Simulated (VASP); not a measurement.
Runs of VASP 6.6.1 on FInBr2. The cell holds a molecule in a box, 4 atoms: a = 12.000 Å, b = 13.000 Å, c = 13.000 Å, α = 90.00°, β = 90.00°, γ = 90.00°. 

```csv
task,level,potentials or basis,cell,cutoff (eV),grid for exact exchange (PRECFOCK),exchange at q = 0,gap on the mesh (eV),largest force (eV/Å)
single point,PBE,"VASP PAW PBE potentials, release 64 (F, In_d, Br)",as given,520,-,-,3.75,0.75
relaxation of the atoms,PBE,"VASP PAW PBE potentials, release 64 (F, In_d, Br)","atoms relaxed from: atoms moved at random, drawn with an rms of 0.02 Å",520,-,-,3.57,0.01
relaxation of the atoms,BLYP+D3(BJ),"VASP PAW PBE potentials, release 64 (F_s, In_d, Br)",atoms relaxed,400,-,-,(a),-
single point,PBE0+D3(BJ),"VASP PAW PBE potentials, release 64 (F, In_d, Br)",as given,520,Normal,truncated,(b),0.22
atomic charges,PBE+TS,"VASP PAW PBE potentials, release 64 (F, In_d, Br)",as given,520,-,-,3.75,0.74
electron localisation function,PBE,"VASP PAW PBE potentials, release 64 (F, In_d, Br)",as given,520,-,-,3.75,0.75
relaxation of the atoms,LDA,"VASP PAW LDA potentials, release 64 (F, In_d, Br)",atoms relaxed,520,-,-,3.74,-
single point,PBE,"VASP PAW PBE potentials, release 64 (F, In_d, Br)","atoms moved at random, drawn with an rms of 0.05 Å",520,-,-,3.63,1.36
```

Alike in all rows: no spin polarisation; k mesh 1 × 1 × 1; smearing gaussian 0.01 eV.

Question: Fill in the values left out.

Answer: (a) 3.26; (b) 5.87.

Caveats: spin-orbit coupling is left out, which moves the levels of the heavy elements; the PAW data sets were made with another functional, which shifts forces and pressure a little (some runs).

A k mesh can miss the band edges, and the runs leave out spin-orbit coupling on Br, In.
